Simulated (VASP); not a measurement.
Given:

```
NaI
1.0
    0.00000     3.34137     3.34137
    3.34137     0.00000     3.34137
    3.34137     3.34137     0.00000
Na I
1 1
Cartesian
  0.00000   0.00000   0.00000
  3.34137   3.34137   3.34137
```

Level of theory: revPBE GGA, VASP's PBE PAW potentials (set 64) (plane waves; VASP). Numerical set-up: 520 eV cut-off, 6×6×6 Γ-centred mesh, Gaussian smearing of 0.050 eV, potentials Na_pv I.

Unless said otherwise, spin-orbit coupling is left out, though it shifts the bands of the heavy elements here.

Predict the energy per atom (σ→0), band gap (on the k-mesh) with the smallest direct gap where there is one.

- band gap (on the k-mesh): 3.64 eV
- smallest direct gap (on the k-mesh): 3.64 eV
- energy per atom (σ→0): -2.533 eV/atom

Only differences to runs with the same potentials and settings are physical.

The compound is NaI in the rock salt structure. It was relaxed first, which changed the volume by +10 %. The start is the result of an earlier pass.
